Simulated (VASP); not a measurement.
Calculation: r2SCAN meta-GGA, VASP's PBE PAW potentials (set 64) (plane waves; VASP 6.6.1).

The input files of a VASP run:

**INCAR**
```
SYSTEM = LiF
PREC = Accurate
ENCUT = 520
EDIFF = 1E-7
NELM = 100
ALGO = Normal
LREAL = .FALSE.
LASPH = .TRUE.
ISMEAR = 0
SIGMA = 0.05
METAGGA = R2SCAN
LMIXTAU = .TRUE.
LWAVE = .FALSE.
LCHARG = .FALSE.
ISIF = 2
```

File POSCAR:
```
LiF
1
    0.0000000000     2.0286979508     2.0286979508
    2.0286979508     0.0000000000     2.0286979508
    2.0286979508     2.0286979508     0.0000000000
Li F
1 1
Direct
  0.0000000000   0.0000000000   0.0000000000
  0.5000000000   0.5000000000   0.5000000000
```

KPOINTS:
```
Automatic mesh
0
Gamma
11 11 11
0 0 0
```

POTCAR, in this order: Li_sv F (PBE.64 set). Program: vasp_std.

Output

### OSZICAR
```
       N       E                     dE             d eps       ncg     rms          rms(c)
DAV:   1     0.262023573913E+02    0.26202E+02   -0.56459E+03  1049   0.114E+03
DAV:   2    -0.140121760987E+02   -0.40215E+02   -0.39731E+02  1122   0.213E+02
DAV:   3    -0.149581989816E+02   -0.94602E+00   -0.94395E+00  1324   0.319E+01
DAV:   4    -0.149683014997E+02   -0.10103E-01   -0.10100E-01  1438   0.314E+00
DAV:   5    -0.149683607697E+02   -0.59270E-04   -0.59269E-04  1368   0.141E-01    0.390E+00
DAV:   6    -0.118692308481E+02    0.30991E+01   -0.51195E-01  1332   0.705E+00    0.182E+00
DAV:   7    -0.128458988616E+02   -0.97667E+00   -0.28575E+00  1136   0.149E+01    0.272E+00
DAV:   8    -0.119691862458E+02    0.87671E+00   -0.37182E-01  1039   0.614E+00    0.137E+00
DAV:   9    -0.117248599246E+02    0.24433E+00   -0.54478E-01  1012   0.747E+00    0.115E+00
DAV:  10    -0.118864051397E+02   -0.16155E+00   -0.26041E-01  1008   0.565E+00    0.761E-02
DAV:  11    -0.118912429124E+02   -0.48378E-02   -0.33504E-03  1030   0.902E-01    0.103E-01
DAV:  12    -0.118914684657E+02   -0.22555E-03   -0.40759E-03  1019   0.726E-01    0.884E-02
DAV:  13    -0.118918849701E+02   -0.41650E-03   -0.12400E-03  1024   0.432E-01    0.149E-02
DAV:  14    -0.118921138667E+02   -0.22890E-03   -0.74822E-05  1063   0.132E-01    0.250E-03
DAV:  15    -0.118921176903E+02   -0.38235E-05   -0.15828E-06  1370   0.175E-02    0.153E-03
DAV:  16    -0.118921240434E+02   -0.63531E-05   -0.24289E-07  1131   0.708E-03    0.372E-04
DAV:  17    -0.118921241133E+02   -0.69894E-07   -0.42856E-07  1029   0.991E-03
   1 F= -.11892124E+02 E0= -.11892124E+02  d E =-.209222E-17
```

OUTCAR:
```
------------------------ aborting loop because EDIFF is reached ----------------------------------------
  FORCE on cell =-STRESS in cart. coord.  units (eV):
  Direction    XX          YY          ZZ          XY          YZ          ZX
  --------------------------------------------------------------------------------------
  Total       -0.4438713     -0.4438713     -0.4438713      0.0000000     -0.0000000      0.0000000
  in kB      -42.5878317    -42.5878317    -42.5878317      0.0000000     -0.0000000      0.0000000
  external PRESSURE =     -42.5878317 kB  Pullay stress =       0.0000000 kB
  volume of cell :       16.70
      direct lattice vectors                 reciprocal lattice vectors
     0.000000000  2.028697951  2.028697951    -0.246463501  0.246463501  0.246463501
     2.028697951  0.000000000  2.028697951     0.246463501 -0.246463501  0.246463501
     2.028697951  2.028697951  0.000000000     0.246463501  0.246463501 -0.246463501
  FREE ENERGIE OF THE ION-ELECTRON SYSTEM (eV)
  ---------------------------------------------------
  free  energy   TOTEN  =       -11.8921241133 eV

  energy  without entropy=      -11.8921241133  energy(sigma->0) =      -11.89212411
```
(Selected blocks of OUTCAR.)

The compound is LiF in the rock salt structure. This cell is one point of a volume scan, at 1.06 of the reference volume.
